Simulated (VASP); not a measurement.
A convergence study with VASP on SiC (zinc blende): one setting is varied, all else stays as given below, so the limit is that of these other settings.

```
CSi
1.0
    0.00000     2.18000     2.18000
    2.18000     0.00000     2.18000
    2.18000     2.18000     0.00000
Si C
1 1
Direct
  0.00000   0.00000   0.00000
  0.25000   0.25000   0.25000
```

Calculation: PBEsol GGA, VASP's PBE PAW potentials (set 64) (plane waves; VASP). The tightest run used: 700 eV cut-off, 16×16×16 Monkhorst-Pack mesh, Gaussian smearing of 0.050 eV, potentials Si C.

```tsv
setting	E (eV/atom)	pressure (GPa)	irreducible k-points
1×1×1 mesh	1.2758	39.82	1
2×2×2 mesh	-7.8954	0.21	2
3×3×3 mesh	-7.7002	1.27	4
```

Q: These are the cheaper rows. Estimate the results at 16×16×16 mesh, and how far the last row shown lies from them.

A: 
```csv
quantity,tightest run,last row shown is off by
E (eV/atom),-7.9595,0.2593
pressure (GPa),-0.32,1.58
```

Left out are rungs that failed or repeat a setting and relaxations that didn't move; long series are thinned to 24 rows.

The compound is SiC in the zinc blende structure. The cell was not relaxed at this level.
